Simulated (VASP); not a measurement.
OSZICAR of a VASP run on CdF$_{2}$ (fluorite):

### OSZICAR
```
       N       E                     dE             d eps       ncg     rms          rms(c)
DAV:   1     0.194328078121E+03    0.19433E+03   -0.16042E+04   720   0.155E+03
DAV:   2    -0.418718481710E+01   -0.19852E+03   -0.19255E+03   772   0.375E+02
DAV:   3    -0.126565502556E+02   -0.84694E+01   -0.84446E+01   719   0.868E+01
DAV:   4    -0.126990159058E+02   -0.42466E-01   -0.42460E-01   776   0.618E+00
DAV:   5    -0.126991715963E+02   -0.15569E-03   -0.15569E-03   713   0.335E-01    0.976E+00
DAV:   6    -0.108829733134E+02    0.18162E+01   -0.55244E+00   878   0.459E+01    0.697E+00
DAV:   7    -0.109255326038E+02   -0.42559E-01   -0.91977E-01   683   0.100E+01    0.401E+00
DAV:   8    -0.109156765519E+02    0.98561E-02   -0.18144E-01   739   0.419E+00    0.775E-01
DAV:   9    -0.109054867902E+02    0.10190E-01   -0.45293E-02   801   0.250E+00    0.103E-01
DAV:  10    -0.109060283316E+02   -0.54154E-03   -0.33773E-03   698   0.763E-01    0.126E-01
DAV:  11    -0.109061233774E+02   -0.95046E-04   -0.22790E-04   718   0.188E-01    0.516E-02
DAV:  12    -0.109061553153E+02   -0.31938E-04   -0.10798E-04   706   0.947E-02    0.162E-02
DAV:  13    -0.109061572559E+02   -0.19405E-05   -0.60452E-06   759   0.227E-02    0.688E-03
DAV:  14    -0.109061571667E+02    0.89132E-07   -0.17722E-06   699   0.204E-02    0.180E-03
DAV:  15    -0.109061572220E+02   -0.55317E-07   -0.93255E-08   553   0.430E-03
   1 F= -.10906157E+02 E0= -.10906157E+02  d E =-.293082E-15
```

### Question
Which electronic solver shows in the log?

### Answer
It is blocked Davidson (ALGO = Normal, or the opening steps of other solvers). The INCAR had ALGO = Normal.

### Question
Can the final energy be trusted as converged?

### Answer
The run converged. It stopped with EDIFF = 1E-7, NELM = 100 (PBE GGA, plane waves, VASP's PBE PAW potentials (set 64)).

The compound is CdF2 in the fluorite structure. It was relaxed first, which changed the volume by +6 %.
